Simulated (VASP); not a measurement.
Method: SCAN meta-GGA, VASP's PBE PAW potentials (set 64) (plane waves; VASP).

A VASP calculation is set up with these files.

File KPOINTS:
```
Automatic mesh
0
Gamma
12 12 12
0 0 0
```

### INCAR
```
# general
SYSTEM =TiCo
PREC   =Accurate
ENCUT  =520
LREAL  =.False.
LASPH  =.True.

# electronic loop
EDIFF  =1E-7
NELM   =100
ALGO   =Normal
LMAXMIX=4
LMIXTAU=.True.

# smearing
ISMEAR =1
SIGMA  =0.1

# functional
METAGGA=SCAN

# ions
ISIF   =2

# output
LWAVE  =.False.
LCHARG =.False.
```

**POSCAR**
```
TiCo
1
    2.9744774660     0.0000000000     0.0000000000
    0.0000000000     2.9744774660     0.0000000000
    0.0000000000     0.0000000000     2.9744774660
Ti Co
1 1
Direct
  0.0000000000   0.0000000000   0.0000000000
  0.5000000000   0.5000000000   0.5000000000
```

POTCAR, in this order: Ti_sv Co (PBE.64 set). Program: vasp_std.

Output of the run:

### OUTCAR
```
 ion  position               nearest neighbor table
   1  0.000  0.000  0.000-   2 2.58   2 2.58   2 2.58   2 2.58   2 2.58   2 2.58   2 2.58   2 2.58
  LATTYP: Found a simple cubic cell.
 ALAT       =     2.9744774660
 Subroutine PRICEL returns:
 Original cell was already a primitive cell.
 Subroutine GETGRP returns: Found 48 space group operations
The static configuration has the point symmetry O_h .
The dynamic configuration has the point symmetry O_h .
 Subroutine INISYM returns: Found 48 space group operations
 Subroutine IBZKPT returns following result:
 Found     84 irreducible k-points:

 Following reciprocal coordinates:
            Coordinates               Weight
  0.000000  0.000000  0.000000      1.000000
  0.083333  0.000000  0.000000      6.000000
  0.166667  0.000000  0.000000      6.000000
  0.250000  0.000000  0.000000      6.000000
  0.333333  0.000000  0.000000      6.000000
  0.416667  0.000000  0.000000      6.000000
  0.500000  0.000000  0.000000      3.000000
  0.083333  0.083333  0.000000     12.000000
  0.166667  0.083333  0.000000     24.000000
  0.250000  0.083333  0.000000     24.000000
...
```

OSZICAR:
```
       N       E                     dE             d eps       ncg     rms          rms(c)
DAV:   1     0.137423306297E+03    0.13742E+03   -0.10779E+04  2352   0.193E+03
DAV:   2    -0.303339365143E+02   -0.16776E+03   -0.16502E+03  2388   0.424E+02
DAV:   3    -0.408198632033E+02   -0.10486E+02   -0.10398E+02  3836   0.115E+02
DAV:   4    -0.411518085200E+02   -0.33195E+00   -0.32950E+00  2934   0.167E+01
DAV:   5    -0.411637476597E+02   -0.11939E-01   -0.11939E-01  3398   0.304E+00    0.162E+01
DAV:   6    -0.368864934507E+02    0.42773E+01   -0.43952E+01  2794   0.109E+02    0.150E+01
DAV:   7    -0.345230723759E+02    0.23634E+01   -0.25971E+01  3438   0.607E+01    0.111E+01
DAV:   8    -0.339414074475E+02    0.58166E+00   -0.58174E+00  3526   0.262E+01    0.227E+00
DAV:   9    -0.339101044692E+02    0.31303E-01   -0.26524E-01  2438   0.619E+00    0.200E+00
DAV:  10    -0.339116821657E+02   -0.15777E-02   -0.70911E-01  3090   0.118E+01    0.138E+00
DAV:  11    -0.339298884514E+02   -0.18206E-01   -0.27863E-01  2856   0.658E+00    0.295E-01
DAV:  12    -0.339233280754E+02    0.65604E-02   -0.79939E-02  2352   0.281E+00    0.168E-01
DAV:  13    -0.339217083001E+02    0.16198E-02   -0.11796E-02  3434   0.124E+00    0.188E-01
DAV:  14    -0.339233998331E+02   -0.16915E-02   -0.48058E-03  2674   0.867E-01    0.690E-02
DAV:  15    -0.339229893487E+02    0.41048E-03   -0.14801E-03  2536   0.484E-01    0.601E-02
DAV:  16    -0.339230610069E+02   -0.71658E-04   -0.81876E-04  2484   0.405E-01    0.172E-02
DAV:  17    -0.339230850755E+02   -0.24069E-04   -0.10695E-04  2442   0.146E-01    0.916E-03
DAV:  18    -0.339230994612E+02   -0.14386E-04   -0.41942E-05  2412   0.850E-02    0.978E-03
DAV:  19    -0.339230785701E+02    0.20891E-04   -0.44070E-05  2418   0.794E-02    0.621E-03
DAV:  20    -0.339230644363E+02    0.14134E-04   -0.57007E-06  2864   0.311E-02    0.268E-03
DAV:  21    -0.339230577924E+02    0.66439E-05   -0.58158E-06  2396   0.312E-02    0.201E-03
DAV:  22    -0.339230546287E+02    0.31637E-05   -0.38099E-06  2364   0.294E-02    0.725E-04
DAV:  23    -0.339230541628E+02    0.46589E-06   -0.51469E-07  2484   0.110E-02    0.230E-04
DAV:  24    -0.339230540362E+02    0.12659E-06   -0.95715E-08  1326   0.473E-03    0.281E-04
DAV:  25    -0.339230546631E+02   -0.62695E-06   -0.28230E-08  1236   0.261E-03    0.850E-05
DAV:  26    -0.339230546516E+02    0.11493E-07   -0.67810E-09  1206   0.127E-03
   1 F= -.33923055E+02 E0= -.33922252E+02  d E =-.240651E-02
```

File OUTCAR:
```
------------------------ aborting loop because EDIFF is reached ----------------------------------------
  FORCE on cell =-STRESS in cart. coord.  units (eV):
  Direction    XX          YY          ZZ          XY          YZ          ZX
  --------------------------------------------------------------------------------------
  Total       -0.8750464     -0.8750464     -0.8750464      0.0000000      0.0000000     -0.0000000
  in kB      -53.2733010    -53.2733010    -53.2733010      0.0000000      0.0000000     -0.0000000
  external PRESSURE =     -53.2733010 kB  Pullay stress =       0.0000000 kB
  volume of cell :       26.32
      direct lattice vectors                 reciprocal lattice vectors
     2.974477466  0.000000000  0.000000000     0.336193503  0.000000000  0.000000000
     0.000000000  2.974477466  0.000000000     0.000000000  0.336193503  0.000000000
     0.000000000  0.000000000  2.974477466     0.000000000  0.000000000  0.336193503
 POSITION                                       TOTAL-FORCE (eV/Angst)
 -----------------------------------------------------------------------------------
      0.00000      0.00000      0.00000         0.000000      0.000000      0.000000
      1.48724      1.48724      1.48724         0.000000      0.000000      0.000000
 -----------------------------------------------------------------------------------
    total drift:                                0.000000      0.000000     -0.000000
  FREE ENERGIE OF THE ION-ELECTRON SYSTEM (eV)
  ---------------------------------------------------
  free  energy   TOTEN  =       -33.9230546516 eV

  energy  without entropy=      -33.9206481439  energy(sigma->0) =      -33.92225248
```
(Selected blocks of OUTCAR.)

OUTCAR:
```
 val. band max:       10.0205898100   @ k =   0.5000   0.3333   0.3333

 cond. band min:      10.0332089292   @ k =   0.4167   0.2500   0.0833


 Fermi energy:        10.0295088587

 k-point     1 :       0.0000    0.0000    0.0000
  band No.  band energies     occupation
      1     -49.7938      2.00000
      2     -24.7520      2.00000
      3     -24.7520      2.00000
      4     -24.7519      2.00000
      5       1.7144      2.00000
      6       6.0742      2.00000
      7       6.0748      2.00000
      8       8.2911      2.00000
      9       8.2912      2.00000
     10       8.2913      2.00000
     11      10.9219     -0.00000
     12      10.9226     -0.00000
     13      12.8443      0.00000
     14      12.8444      0.00000

 k-point     2 :       0.0833    0.0000    0.0000
  band No.  band energies     occupation
      1     -49.7915      2.00000
      2     -24.7739      2.00000
      3     -24.7504      2.00000
      4     -24.7503      2.00000
      5       1.8588      2.00000
      6       6.1370      2.00000
      7       6.1411      2.00000
      8       8.2795      2.00000
      9       8.2796      2.00000
     10       8.3161      2.00000
     11      10.8464     -0.00000
     12      10.9475     -0.00000
     13      12.6399      0.00000
     14      12.6400      0.00000

 k-point     3 :       0.1667    0.0000    0.0000
  band No.  band energies     occupation
      1     -49.7851      2.00000
      2     -24.8335      2.00000
      3     -24.7460      2.00000
      4     -24.7459      2.00000
      5       2.2817      2.00000
      6       6.2997      2.00000
      7       6.3358      2.00000
      8       8.2498      2.00000
      9       8.2500      2.00000
     10       8.3860      2.00000
     11      10.6249     -0.00000
     12      10.9966     -0.00000
     13      12.1501      0.00000
     14      12.1502      0.00000

 k-point     4 :       0.2500    0.0000    0.0000
  band No.  band energies     occupation
...
```

The compound is TiCo in the CsCl type structure. This cell is one point of a volume scan, at 1.03 of the reference volume. The run is not spin-polarised, so no magnetic state was tried. The electron count is odd and the run is not spin-polarised, which forces a metal.
